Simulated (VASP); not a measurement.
These are PBE GGA, VASP's PBE PAW potentials (set 64) (plane waves; VASP) values and carry that method's errors.

VASP input:

POSCAR:
```
AlV2C
1
    2.8876000000     0.0000000000     0.0000000000
   -1.4438000000     2.5007350000     0.0000000000
    0.0000000000     0.0000000000    13.1048200000
Al V C
2 4 2
Direct
  0.3333330000   0.6666670000   0.2500000000
  0.6666670000   0.3333330000   0.7500000000
  0.3333330000   0.6666670000   0.5863800000
  0.6666670000   0.3333330000   0.4136200000
  0.6666670000   0.3333330000   0.0863800000
  0.3333330000   0.6666670000   0.9136200000
  0.0000000000   0.0000000000   0.0000000000
  0.0000000000   0.0000000000   0.5000000000
```

### INCAR
```
! general
SYSTEM   =  AlV2C
PREC     =  Accurate
ENCUT    =  400   ! plane-wave cut-off (eV)
LREAL    =  .False.   ! projection in real space or not
LASPH    =  .True.   ! aspherical one-centre terms

! electronic loop
EDIFF    =  1E-6   ! SCF stop (eV)
NELM     =  100
ALGO     =  Normal
LMAXMIX  =  4

! smearing
ISMEAR   =  0
SIGMA    =  0.272   ! width (eV)

! functional
GGA      =  PE   ! PBE

! ions
ISIF     =  2   ! forces and stress, cell fixed

! output
LWAVE    =  .False.
LCHARG   =  .False.
```

KPOINTS:
```
Automatic mesh
0
Gamma
15 15 3
0 0 0
```

POTCAR, in this order: Al V_sv C (PBE.64 set). Program: vasp_std.

Output of the run:

**OSZICAR**
```
       N       E                     dE             d eps       ncg     rms          rms(c)
DAV:   1     0.806737928229E+03    0.80674E+03   -0.33571E+04  4428   0.151E+03
DAV:   2    -0.137246216298E+02   -0.82046E+03   -0.80487E+03  4326   0.536E+02
DAV:   3    -0.806000758103E+02   -0.66875E+02   -0.65250E+02  5738   0.143E+02
DAV:   4    -0.827831984780E+02   -0.21831E+01   -0.21596E+01  5089   0.238E+01
DAV:   5    -0.828322863504E+02   -0.49088E-01   -0.48995E-01  5066   0.375E+00    0.563E+01
DAV:   6    -0.692313683402E+02    0.13601E+02   -0.20209E+02  5490   0.826E+01    0.135E+01
DAV:   7    -0.667326119301E+02    0.24988E+01   -0.45821E+01  5384   0.410E+01    0.131E+01
DAV:   8    -0.662013901610E+02    0.53122E+00   -0.38208E+00  5129   0.118E+01    0.280E+00
DAV:   9    -0.661851273313E+02    0.16263E-01   -0.24509E-01  5717   0.285E+00    0.625E-01
DAV:  10    -0.661823665043E+02    0.27608E-02   -0.35190E-02  5409   0.128E+00    0.209E-01
DAV:  11    -0.661822977917E+02    0.68713E-04   -0.90340E-04  5628   0.212E-01    0.453E-02
DAV:  12    -0.661822829799E+02    0.14812E-04   -0.17257E-04  5657   0.756E-02    0.129E-02
DAV:  13    -0.661822773989E+02    0.55810E-05   -0.22088E-05  4284   0.233E-02    0.348E-03
DAV:  14    -0.661822771037E+02    0.29517E-06   -0.13606E-06  3485   0.827E-03
   1 F= -.66182277E+02 E0= -.66099591E+02  d E =-.165372E+00
```

OUTCAR:
```
------------------------ aborting loop because EDIFF is reached ----------------------------------------
  FORCE on cell =-STRESS in cart. coord.  units (eV):
  Direction    XX          YY          ZZ          XY          YZ          ZX
  --------------------------------------------------------------------------------------
  Total        0.8078033      0.8078033      0.2211784      0.0000000      0.0000000      0.0000000
  in kB       13.6766716     13.6766721      3.7447048      0.0000000      0.0000000      0.0000000
  external PRESSURE =      10.3660162 kB  Pullay stress =       0.0000000 kB
  volume of cell :       94.63
      direct lattice vectors                 reciprocal lattice vectors
     2.887600000  0.000000000  0.000000000     0.346308353  0.199941217  0.000000000
    -1.443800000  2.500735000  0.000000000     0.000000000  0.399882435  0.000000000
     0.000000000  0.000000000 13.104820000     0.000000000  0.000000000  0.076307801
 POSITION                                       TOTAL-FORCE (eV/Angst)
 -----------------------------------------------------------------------------------
     -0.00000      1.66716      3.27621         0.000000     -0.000000      0.000000
      1.44380      0.83358      9.82861         0.000000      0.000000      0.000000
     -0.00000      1.66716      7.68440         0.000000      0.000000     -0.199473
      1.44380      0.83358      5.42042        -0.000000     -0.000000      0.199473
      1.44380      0.83358      1.13199        -0.000000     -0.000000     -0.199473
     -0.00000      1.66716     11.97283         0.000000      0.000000      0.199473
      0.00000      0.00000      0.00000         0.000000      0.000000      0.000000
      0.00000      0.00000      6.55241         0.000000      0.000000      0.000000
 -----------------------------------------------------------------------------------
    total drift:                               -0.001930      0.001114     -0.000060
  FREE ENERGIE OF THE ION-ELECTRON SYSTEM (eV)
  ---------------------------------------------------
  free  energy   TOTEN  =       -66.1822771037 eV

  energy  without entropy=      -66.0169050137  energy(sigma->0) =      -66.09959106
```
(Selected blocks of OUTCAR.)

At this cut-off the stress carries a Pulay error, which pulls relaxed volumes low.

The structure comes from a computed database's AlV2C entry; how it stands against other phases isn't given here. The cell was not relaxed at this level. The run is not spin-polarised, so no magnetic state was tried.
